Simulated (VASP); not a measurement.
Consider the following.

```
CELL_PARAMETERS angstrom
     -1.64753     1.64753     4.03241
      1.64753    -1.64753     4.03241
      1.64753     1.64753    -4.03241
ATOMIC_POSITIONS crystal
  Tc 0.00000 0.00000 0.00000
  Os 0.33530 0.33530 0.00000
  Os 0.66470 0.66470 0.00000
```

Computed with PBE GGA, VASP's PBE PAW potentials (set 64) (plane waves; VASP). Settings: 300 eV cut-off, 7×7×7 Γ-centred mesh, Gaussian smearing of 0.10 eV, potentials Tc_pv Os.

At this cut-off the stress carries a Pulay error, which pulls relaxed volumes low.

Problem. The ions, cell shape and volume are relaxed. Predict the relaxed structure.

Solution. 
```
CELL_PARAMETERS angstrom
     -1.62217     1.62217     4.17883
      1.62217    -1.62217     4.17883
      1.62217     1.62217    -4.17883
ATOMIC_POSITIONS crystal
  Tc 0.00000 0.00000 0.00000
  Os 0.33401 0.33401 0.00000
  Os 0.66599 0.66599 0.00000
```
Space group I4/mmm (139), at a tolerance of 0.03 Å.

Problem. How do energy and volume change from the first to the last step?

Solution. The energy (σ→0) changes by -30.5 meV/atom and the volume by +0.5 %, in 8 ionic steps.

The structure was generated: TcOs2 was put into an ordered model structure, which need not be its known phase. This run relaxes it. Symmetry was kept, so distortions that lower it aren't found. The k-mesh is coarse (spacing up to 0.39 per Å, 2π included), so the numbers may not be converged in it. The run is one of a series of settings (EDIFFG = -0.01, IBRION = 2, ISIF = 3, NSW = 50 against the base run), some of them coarse on purpose. The electron count is odd and the run is not spin-polarised, which forces a metal.
